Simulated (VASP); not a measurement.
Given:

```yaml
crystal:
  lattice:
    - [4.00265, 0.00000, 0.00000]
    - [-2.00132, 3.46639, 0.00000]
    - [0.00000, 0.00000, 9.82293]
  atoms:
    - { symbol: Sb, position: [0.33333, 0.66667, 0.18921] }
    - { symbol: Sb, position: [0.66667, 0.33333, 0.81079] }
    - { symbol: Se, position: [0.00000, 0.00000, 0.00000] }
    - { symbol: Se, position: [0.33333, 0.66667, 0.65202] }
    - { symbol: Se, position: [0.66667, 0.33333, 0.34798] }
```

Level of theory: PBEsol GGA, VASP's PBE PAW potentials (set 64) (plane waves; VASP 6.6.1). Numerical set-up: 400 eV cut-off, 10×10×4 Γ-centred mesh, tetrahedra with Blöchl corrections, potentials Sb Se.

The cores are frozen, which limits the accuracy of field gradients.

Q: Give the principal components of the electric field gradient (V/Å²) and the asymmetry η at each nucleus.

A: 
| atom | Vxx | Vyy | Vzz | η |
|---|---|---|---|---|
| Sb1 | 6.6 | 6.6 | -13.1 | 0.00 |
| Sb2 | 6.6 | 6.6 | -13.1 | 0.00 |
| Se3 | -44.2 | -44.2 | 88.4 | 0.00 |
| Se4 | 10.3 | 10.3 | -20.6 | 0.00 |
| Se5 | 10.3 | 10.3 | -20.6 | 0.00 |

The structure was generated: Sb2Se3 was put into the A-La2O3 type (P-3m1), which need not be its known phase. It was relaxed first, which changed the volume by +8 %.
